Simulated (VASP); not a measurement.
Energy against volume of CoGa (CsCl type). Calculation: AM05 GGA, VASP's PBE PAW potentials (set 64) (plane waves; VASP).

| V (Å³/atom) | E (eV/atom) |
|---|---|
| 10.728 | -5.63943 |
| 11.070 | -5.66169 |
| 11.413 | -5.66857 |
| 11.755 | -5.66251 |
| 12.097 | -5.64555 |

Task: Fit a third-order Birch-Murnaghan equation of state.

Result: 
```
Property                                         Value
---------------------------------------  -------------
volume per atom                          11.41 Å³/atom
bulk modulus                                 2010 kbar
pressure derivative of the bulk modulus           4.71
lattice constant a                             2.837 Å
```

The compound is CoGa in the CsCl type structure. It was relaxed first. The run is not spin-polarised, so no magnetic state was tried.
